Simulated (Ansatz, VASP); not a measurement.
# Cu3Pt in VASP and in Ansatz

Contents of INCAR:

```
SYSTEM = Cu3Pt
  ALGO = Normal
  EDIFF = 1E-8
  ENCUT = 520
  GGA = CA
  ISIF = 2
  ISMEAR = -1
  LASPH = .TRUE.
  LCHARG = .FALSE.
  LEFG = .TRUE.
  LREAL = .FALSE.
  LWAVE = .FALSE.
  NBANDS = 30
  NELM = 100
  PREC = Accurate
  SIGMA = 0.05
```

Contents of KPOINTS:

```
k-points
0
G
  9 9 9
  0 0 0
```

File POSCAR:

```
Cu3Pt
1.0
    3.6975918806      0.0000000000      0.0000000000
    0.0000000000      3.6975918806      0.0000000000
    0.0000000000      0.0000000000      3.6975918806
Cu Pt
3 1
Direct
    0.0000000000      0.5000000000      0.5000000000
    0.5000000000      0.0000000000      0.5000000000
    0.5000000000      0.5000000000      0.0000000000
    0.0000000000      0.0000000000      0.0000000000
```

Input for Ansatz:

```yaml
crystal:
  lattice:
    - [3.6975918806, 0.0, 0.0]
    - [0.0, 3.6975918806, 0.0]
    - [0.0, 0.0, 3.6975918806]
  atoms:
    - { symbol: Cu, position: [0.0, 0.5, 0.5] }
    - { symbol: Cu, position: [0.5, 0.0, 0.5] }
    - { symbol: Cu, position: [0.5, 0.5, 0.0] }
    - { symbol: Pt, position: [0.0, 0.0, 0.0] }
kpoints:
  mp_grid: { grid: [9, 9, 9] }
scf:
  occupations: { method: fermi_dirac, width: 0.05 }
hamiltonian:
  xc: lda
  pseudopotentials: { kind: paw }
output:
  forces: true
  stress: true
  eigenvalues: true
  efg: { contact_densities: true }
```

Change from the starting cell: volume scaled by 0.99, PAW files.

Alike in both runs: task electric field gradients; functional LDA; k mesh 9 × 9 × 9; occupations fermi-dirac, width 0.05 eV; no spin polarisation.

```csv
,VASP,Ansatz
version,VASP 6.6.1,Ansatz 0.2.0
potentials or method,"VASP PAW LDA potentials, release 64 (Cu, Pt)","PAW with Ansatz's default frozen-core files, scalar-relativistic"
plane-wave cutoff (eV),520,420
valence electrons in the cell,43,75
```

|  | VASP | Ansatz | Ansatz less VASP |
| --- | --- | --- | --- |
| pressure (GPa) | -9.7 | -10.5 | -0.81 |
| Vzz of the field gradient on the site that differs most (V/Å²) | 28.8 | 25.7 | -3.11 |

The two sets of potentials don't hold the same shells in valence. Ansatz warned: «gradients_without_spin_orbit».

The runs have no spin-orbit coupling, so splittings on Pt are missing.
